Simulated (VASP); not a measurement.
Given:

```xyz
2
Lattice="2.7588 0.0000 0.0000 0.0000 2.7588 0.0000 0.0000 0.0000 2.7588" Properties=species:S:1:pos:R:3 pbc="T T T"
Al     1.3794     1.3794     1.3794
Co     0.0000     0.0000     0.0000
```

Calculation: r2SCAN+rVV10, VASP's PBE PAW potentials (set 64) (plane waves; VASP). Numerical set-up: 520 eV cut-off, 13×13×13 Γ-centred mesh, first-order Methfessel-Paxton smearing of 0.10 eV, potentials Al Co.

Question: Give the stress tensor in GPa (positive for a compressed cell).

Answer: 
```
14.32   0.00   0.00
 0.00  14.32   0.00
 0.00   0.00  14.32
```
The pressure is its mean diagonal, 14.32 GPa.

The compound is CoAl in the CsCl type structure. This cell is one point of a volume scan, at 0.94 of the reference volume. The run is not spin-polarised, so no magnetic state was tried.
